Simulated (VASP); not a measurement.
Input:

```yaml
crystal:
  lattice:
    - [3.78170, 0.00000, 0.00000]
    - [0.00000, 3.78170, 0.00000]
    - [0.00000, 0.00000, 3.78170]
  atoms:
    - { symbol: Tl, position: [0.00000, 0.00000, 0.00000] }
    - { symbol: Cl, position: [0.50000, 0.50000, 0.50000] }
```

Calculation: vdW-DF-cx, VASP's PBE PAW potentials (set 64) (plane waves; VASP). Run with 520 eV cut-off, Gaussian smearing of 0.050 eV, potentials Tl_d Cl.

Unless said otherwise, spin-orbit coupling is left out, though it shifts the bands of the heavy elements here.

**Question.** Estimate the band gap (along the path) with the smallest direct gap where there is one.

**Answer.** 
```
Quantity                                Value
------------------------------------  -------
band gap (along the path)             1.94 eV
smallest direct gap (along the path)  1.94 eV
```

Total energies compare only between runs with the same potentials, cut-off and functional.

The compound is TlCl in the CsCl type structure. It was relaxed first.
